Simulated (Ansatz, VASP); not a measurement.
Be2Si in VASP and in Ansatz

Contents of INCAR:

```
SYSTEM = Be2Si
PREC     = Accurate       ! precision mode
ENCUT    = 500            ! plane-wave cutoff, eV
EDIFF    = 1E-6           ! SCF threshold, eV
ISMEAR   = 0              ! smearing method
SIGMA    = 0.1            ! smearing width, eV
LREAL    = .False.        ! projectors in reciprocal space
LASPH    = .True.         ! aspherical terms in the spheres
NELM     = 100            ! most SCF steps
ALGO     = Normal         ! electronic algorithm
ISIF     = 2              ! what is computed and relaxed
LWAVE    = .False.        ! write WAVECAR
LCHARG   = .True.         ! write CHGCAR
GGA      = PE             ! functional
LELF     = .True.         ! ELF
LVHAR    = .True.
```

File KPOINTS:

```
regular mesh
0
Gamma
  9 9 9
  0 0 0
```

Contents of POSCAR:

```
Be2Si
1.0
    0.0000000000      2.6400000000      2.6400000000
    2.6400000000      0.0000000000      2.6400000000
    2.6400000000      2.6400000000      0.0000000000
Si Be
1 2
Direct
    0.0000000000      0.0000000000      0.0000000000
    0.2500000000      0.2500000000      0.2500000000
    0.7500000000      0.7500000000      0.7500000000
```

The input input.yaml:

```yaml
crystal:
  lattice:
    - [0.0, 2.64, 2.64]
    - [2.64, 0.0, 2.64]
    - [2.64, 2.64, 0.0]
  atoms:
    - { symbol: Si, position: [0.0, 0.0, 0.0] }
    - { symbol: Be, position: [0.25, 0.25, 0.25] }
    - { symbol: Be, position: [0.75, 0.75, 0.75] }
hamiltonian:
  xc: pbe
  pseudopotentials: { kind: paw }
kpoints:
  mp_grid: { grid: [9, 9, 9] }
scf:
  occupations: { method: gaussian, width: 0.1 }
output:
  forces: true
  stress: true
  eigenvalues: true
  write_density: true
  write_potential: true
  elf: true
  volumetric_format: npy
```

The cell comes from a database or a generator and needn't be the stable form of this composition.

Alike in both runs: task single point; functional PBE; k mesh 9 × 9 × 9; occupations gaussian, width 0.1 eV; no spin polarisation.

|  | VASP | Ansatz |
| --- | --- | --- |
| version | VASP 6.6.1 | Ansatz 0.2.0 |
| potentials or method | VASP PAW PBE potentials, release 64 (Si, Be) | Ansatz PAW |
| plane-wave cutoff (eV) | 500 | 420 |
| valence electrons in the cell | 8 | 8 |

|  | VASP | Ansatz | Ansatz less VASP |
| --- | --- | --- | --- |
| gap on the k mesh at the Fermi level (eV) | none | none | - |
| pressure (GPa) | 0.2 | 0.2 | -0.06 |

A gap of «none» marks a metal or a gap that the smearing closes. The functional is the same, so the differences come from potentials, cutoffs and numerics.
